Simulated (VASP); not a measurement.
Here is the system:

```
Mg
1.0
   -1.77528     1.77528     1.77528
    1.77528    -1.77528     1.77528
    1.77528     1.77528    -1.77528
Mg
1
Direct
  0.00000   0.00000   0.00000
```

These are r2SCAN meta-GGA, VASP's PBE PAW potentials (set 64) (plane waves; VASP 6.6.1) values and carry that method's errors. Run with 400 eV cut-off, 16×16×16 Γ-centred mesh, tetrahedra with Blöchl corrections, potentials Mg.

Problem. Give the energies of bands 1 to 4 at the high-symmetry points, in eV from the Fermi level.

Solution. 
```json
[
 {"band": "1", "Γ": "-7.60", "H": "4.08", "N": "-1.80", "P": "1.12"},
 {"band": "2", "Γ": "13.99", "H": "4.08", "N": "-0.94", "P": "1.12"},
 {"band": "3", "Γ": "13.99", "H": "4.12", "N": "9.17", "P": "1.12"},
 {"band": "4", "Γ": "13.99", "H": "4.12", "N": "10.20", "P": "3.68"}
]
```

It has no gap at this level: it comes out as a metal or semimetal.

The structure was generated: Mg was put into the bcc type (Im-3m), which need not be its known phase. It was relaxed first.
